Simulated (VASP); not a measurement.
A run of VASP 6.6.1 is set up as follows.

File INCAR:

```
ALGO     = Fast           # electronic algorithm
EDIFF    = 1E-6           # SCF threshold, eV
ENCUT    = 520            # plane-wave cutoff, eV
GGA      = CA             # functional
ISIF     = 2              # what is computed and relaxed
ISMEAR   = 0              # smearing method
LASPH    = True           # aspherical terms in the spheres
LCHARG   = False          # write CHGCAR
LREAL    = False          # projectors in reciprocal space
LWAVE    = False          # write WAVECAR
NBANDS   = 12             # bands
NELM     = 100            # most SCF steps
PREC     = Accurate       # precision mode
SIGMA    = 0.15           # smearing width, eV
```

File KPOINTS:

```
k-points
0
Gamma
  20 20 20
```

The input POSCAR:

```
Ti
1.0
    0.0000000000      1.9285000000      2.1315000000
    1.9285000000      0.0000000000      2.1315000000
    1.9285000000      1.9285000000      0.0000000000
Ti
1
Direct
    0.0000000000      0.0000000000      0.0000000000
```

Potentials or basis: VASP PAW LDA potentials, release 64 (Ti_sv).

The run is started by

```sh
$ cat potpaw_LDA.64/Ti_sv/POTCAR > POTCAR
$ mpirun -np 1 vasp_std > vasp.out
```

Problem. Estimate the band gap on the k mesh.

Solution. None (metal or under the smearing width).

Problem. What does it give for the pressure?

Solution. 0.9 GPa.

Stress tensor (GPa, compression positive):
```
 1.74  0.00  0.00
 0.00  1.74  0.00
 0.00  0.00 -0.64
```
